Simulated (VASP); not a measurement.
Crystal: TiB2.

```
Ti B
1.0
     2.98437    0.00000    0.00000
    -1.49219    2.58454    0.00000
     0.00000    0.00000    3.32612
Ti B
1 2
Direct
  0.00000 0.00000 0.00000
  0.33333 0.66667 0.50000
  0.66667 0.33333 0.50000
```

The cell was built by a generator and needn't be a form met in nature.

- Program: VASP 6.6.1
- Task: relaxation of cell and atoms
- Functional: PBEsol
- Potentials or basis: VASP PAW PBE potentials, release 64 (Ti_sv, B)
- Cutoff: 600 eV
- k mesh: 15 × 15 × 11
- Occupations: methfessel-paxton, width 0.1 eV
- Spin: no spin polarisation

At the start: pressure -2.9 GPa; volume 8.55 Å³/atom.

Question: How do energy, volume and symmetry change on relaxing?

Answer: Over 7 steps the energy falls by 22.3 meV/atom and the volume is 8.38 Å³/atom (-2.0 %); space group P6/mmm (No. 191, to 0.05 Å).

The path:
```
step  energy change (eV)  largest force (eV/Å)  pressure (GPa)  volume (Å³)
   1              0.0000                0.0000           -2.89        25.66
   2             -0.0665                0.0000            0.82        25.06
   3             -0.0666                0.0000            0.73        25.08
   4             -0.0666                0.0000            0.63        25.09
   5             -0.0666                0.0000           -0.75        25.22
   6             -0.0667                0.0000           -0.08        25.15
   7             -0.0668                0.0000           -0.03        25.14
```

Final structure:
```xyz
3
Lattice="3.0186 0.0000 0.0000 -1.5093 2.6141 0.0000 0.0000 0.0000 3.1862" Properties=species:S:1:pos:R:3 pbc="T T T"
Ti    0.0000    0.0000    0.0000
B     0.0000    1.7428    1.5931
B     1.5093    0.8714    1.5931
```

Caveat: the PAW data sets were made with another functional, which shifts forces and pressure a little.
